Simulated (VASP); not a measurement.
A run of VASP 6.6.1 is set up as follows.

The input INCAR:

```
ALGO = Normal
EDIFF = 1E-6
ENCUT = 520
GGA = PE
ISIF = 2
ISMEAR = -1
LASPH = T
LCHARG = F
LREAL = F
LWAVE = F
NBANDS = 54
NELM = 80
PREC = Accurate
SIGMA = 0.05
```

File KPOINTS:

```
k-points
0
Gamma
  3 3 3
```

POSCAR

```
Sr2MoRhO6
1.0
   -0.0186790000      4.0838300000      4.0739750000
    4.1573650000      0.0263170000      4.0289790000
    4.1614000000      4.0428680000      0.0222820000
O Rh Sr Mo
6 1 2 1
Direct
    0.7497439544      0.2474712923      0.2414161048
    0.2425840991      0.7312481977      0.2520335860
    0.2547743537      0.7363773346      0.7668896459
    0.7421442450      0.2470041511      0.7483332772
    0.2332673139      0.2572456619      0.7407963880
    0.7388329384      0.7580427363      0.2527068583
    0.4847808789      0.5119976511      0.5070027172
    0.2524297127      0.2555151208      0.2378424363
    0.7560245927      0.7548578054      0.7377912152
    0.0130816011      0.9833514857      0.0150524588
```

Potentials or basis: VASP PAW PBE potentials, release 64 (O, Rh_pv, Sr_sv, Mo_sv).

Launch:

```bash
$ cat potpaw_PBE.64/O/POTCAR potpaw_PBE.64/Rh_pv/POTCAR potpaw_PBE.64/Sr_sv/POTCAR potpaw_PBE.64/Mo_sv/POTCAR > POTCAR
$ mpirun -np 1 vasp_std > vasp.out
```

(1) What does it give for the band gap on the k mesh?

(2) Predict the largest force.

(3) What does it give for the pressure?

Answers

(1) none (metal or under the smearing width).

(2) 2.681 eV/Å.

(3) -9.1 GPa.

Caveat: the k mesh is coarse (spacing up to 0.45 Å⁻¹), so the values aren't converged; an odd number of electrons without spin polarisation forces a metal; a magnetic or distorted state may lie lower.
